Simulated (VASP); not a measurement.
These are LDA (Ceperley-Alder, Perdew-Zunger), VASP's LDA PAW potentials (set 64) (plane waves; VASP 6.6.1) values and carry that method's errors.

VASP ran on this input.

POSCAR:
```
MoS2 bilayer
1.0
  3.1231394201   0.0000000000   0.0000000000
 -1.5615697101   2.7047178111   0.0000000000
  0.0000000000   0.0000000000  24.8433485323
Mo S
2 4
direct
  0.6666670000   0.3333330000   0.3785710000
  0.3333330000   0.6666670000   0.6214290000
  0.3333330000   0.6666670000   0.4412280000
  0.3333330000   0.6666670000   0.3159130000
  0.6666670000   0.3333330000   0.6840870000
  0.6666670000   0.3333330000   0.5587720000
```

### INCAR
```
PREC = Normal
EDIFF = 1E-5   # SCF stop (eV)
SIGMA = 0.05   # width (eV)
EDIFFG = -0.03
NELM = 100   # most electronic steps
NSW = 50   # most ionic steps
LCHARG = F
SYSTEM = MoS2 bilayer
ISMEAR = 0
ISIF = 4
ALGO = Normal
IBRION = 2   # conjugate gradients
LREAL = F
ENCUT = 400
NELMIN = 4
LWAVE = T
LMAXMIX = 4
LASPH = T
```

### KPOINTS
```
Automatic mesh
0
Gamma
12 12 1
0 0 0
```

POTCAR, in this order: Mo_sv S (LDA.64 set). Program: vasp_std.

Task: What will the output report for the number of irreducible k-points (NKPTS), largest plane-wave count, number of space-group operations, FFT grid (NGX, NGY, NGZ)?

Result: 
- number of irreducible k-points (NKPTS) = 19
- largest plane-wave count = 3847
- number of space-group operations = 12
- FFT grid (NGX, NGY, NGZ) = 16 × 16 × 126

The cell is a sheet with vacuum, built from MoS2 (2H layered).
